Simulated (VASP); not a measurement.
Input:

```
Ti
1.0
   -1.62131     1.62131     1.62131
    1.62131    -1.62131     1.62131
    1.62131     1.62131    -1.62131
Ti
1
Cartesian
  0.00000   0.00000   0.00000
```

All values below come from r2SCAN+rVV10 with spin-orbit coupling, VASP's PBE PAW potentials (set 64) (plane waves; VASP). Settings: 400 eV cut-off, 14×14×14 Γ-centred mesh, Gaussian smearing of 0.050 eV, potentials Ti_sv.

What does the run give for the energy per atom (σ→0), band gap (over mesh and band path) with the smallest direct gap where there is one?

- band gap (over mesh and band path): none (metal, semimetal or under 0.01 eV)
- energy per atom (σ→0): -12.535 eV/atom

The absolute energy has meaning only against runs of the same code, potentials and settings.

The structure comes from a measured Ti entry (Im-3m) of the Crystallography Open Database, whose conditions weren't checked. It was relaxed first.
